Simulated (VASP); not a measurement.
Consider the following.

```
ScZr3N4
1.0
    0.00000     2.26632     2.26632
    2.26632     0.00000     2.26632
    9.07098     9.07098    -0.00569
Zr N Sc
3 4 1
Direct
  0.00188   0.00188   0.99859
  0.00000   0.00000   0.25000
  0.99812   0.99812   0.50141
  0.50186   0.50186   0.12361
  0.49814   0.49814   0.37639
  0.49803   0.49803   0.62647
  0.50197   0.50197   0.87353
  0.00000   0.00000   0.75000
```

All values below come from PBEsol GGA, VASP's PBE PAW potentials (set 64) (plane waves; VASP). Run with 520 eV cut-off, 13×13×4 Γ-centred mesh, tetrahedra with Blöchl corrections, potentials Zr_sv N Sc_sv.

Problem. Tabulate the total density of states (states/eV per cell) against energy (eV; zero at the valence-band maximum or, without a gap, the Fermi level).

Solution. 
(E (eV), DOS (states/eV)): (-9.95, 0.00); (-9.64, 0.00); (-9.23, 0.00); (-8.93, 0.00); (-8.62, 0.00); (-8.21, 0.00); (-7.90, 0.00); (-7.49, 0.03); (-7.18, 1.20); (-6.88, 1.63); (-6.46, 3.64); (-6.16, 3.88); (-5.85, 3.67); (-5.44, 7.75); (-5.13, 8.66); (-4.82, 10.9); (-4.41, 9.09); (-4.11, 7.22); (-3.80, 6.67); (-3.39, 4.33); (-3.08, 2.69); (-2.67, 0.62); (-2.36, 0.36); (-2.06, 0.60); (-1.65, 0.83); (-1.34, 0.92); (-1.03, 1.34); (-0.62, 1.51); (-0.31, 2.03); (-0.01, 2.68); (0.41, 1.82); (0.71, 3.29); (1.02, 3.04); (1.43, 3.48); (1.74, 3.62); (2.15, 4.18); (2.46, 3.63); (2.76, 4.38); (3.17, 4.70); (3.48, 4.09)
Within 2 eV below the Fermi level the largest weight inside VASP's projection spheres is Zr d, then N p.

The structure was generated: ScZr3N4 was put into an ordered model structure (R-3m), which need not be its known phase. It was relaxed first. The electron count is odd and the run is not spin-polarised, which forces a metal.
